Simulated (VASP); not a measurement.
Given:

```
Al2Pt
1.0
    0.00000     3.00014     3.00014
    3.00014     0.00000     3.00014
    3.00014     3.00014     0.00000
Al Pt
2 1
Direct
  0.25000   0.25000   0.25000
  0.75000   0.75000   0.75000
  0.00000   0.00000   0.00000
```

These are optB88-vdW, VASP's PBE PAW potentials (set 64) (plane waves; VASP 6.6.1) values and carry that method's errors. Numerical set-up: 520 eV cut-off, 9×9×9 Γ-centred mesh, first-order Methfessel-Paxton smearing of 0.10 eV, potentials Al Pt.

### Question
Give the stress tensor in GPa (positive for a compressed cell).

### Answer

```
-3.70   0.00   0.00
 0.00  -3.70   0.00
 0.00   0.00  -3.70
```
The pressure is its mean diagonal, -3.70 GPa.

The compound is PtAl2 in the fluorite structure. This cell is one point of a volume scan, at 1.03 of the reference volume.
